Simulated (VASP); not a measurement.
A VASP calculation is set up with these files.

**POSCAR**
```
TaC
3.1597770
  0.0000000000   0.7146877770   0.6994436633
  0.6995958892   0.0000000000   0.6994436633
  0.6995958892   0.7146877770   0.0000000000
Ta C
1 1
direct
  0.0000000000   0.0000000000   0.0000000000
  0.4823110000   0.5176890000   0.5176890000
```

### KPOINTS
```
Automatic mesh
0
Gamma
13 13 13
0 0 0
```

INCAR:
```
SYSTEM = TaC
PREC = Normal
ENCUT = 520
EDIFF = 1E-6
NELM = 100
ALGO = Normal
LREAL = .FALSE.
LASPH = .TRUE.
ISMEAR = 1
SIGMA = 0.1
GGA = PE
LMAXMIX = 6
LWAVE = .FALSE.
LCHARG = .FALSE.
ISIF = 2
```

POTCAR, in this order: Ta_pv C (PBE.64 set). Program: vasp_std.

### Question
Translate this PBE calculation to Quantum ESPRESSO's pw.x.

### Answer
One equivalent input (not run):
```
&CONTROL
  calculation = 'scf'
  pseudo_dir = './pseudo'
  outdir = './out'
  tprnfor = .true.
  tstress = .true.
/
&SYSTEM
  ibrav = 0
  nat = 2
  ntyp = 2
  ecutwfc = 82
  occupations = 'smearing'
  smearing = 'methfessel-paxton'
  degauss = 0.00735
  input_dft = 'pbe'
/
&ELECTRONS
  conv_thr = 7.3e-08
  electron_maxstep = 100
/
ATOMIC_SPECIES
  Ta 180.948 Ta.upf
  C 12.011 C.upf
CELL_PARAMETERS angstrom
     0.0000000    2.2582540    2.2100860
     2.2105670    0.0000000    2.2100860
     2.2105670    2.2582540    0.0000000
ATOMIC_POSITIONS crystal
  Ta   0.0000000  0.0000000  0.0000000
  C    0.4823110  0.5176890  0.5176890
K_POINTS automatic
  13 13 13 0 0 0
```
The two are equivalent in intent, not identical: the potentials are each code's own (VASP's PAW set, PseudoDojo norm-conserving files in pw.x), so ENCUT and ecutwfc are chosen apart and not converted; conv_thr bounds pw.x's estimated SCF error, while EDIFF bounds the energy change between steps.

The compound is TaC in the rock salt structure. The cell was not relaxed at this level, atoms are displaced from their ideal sites. The run is one of a series of settings (PREC = Normal against the base run), some of them coarse on purpose.
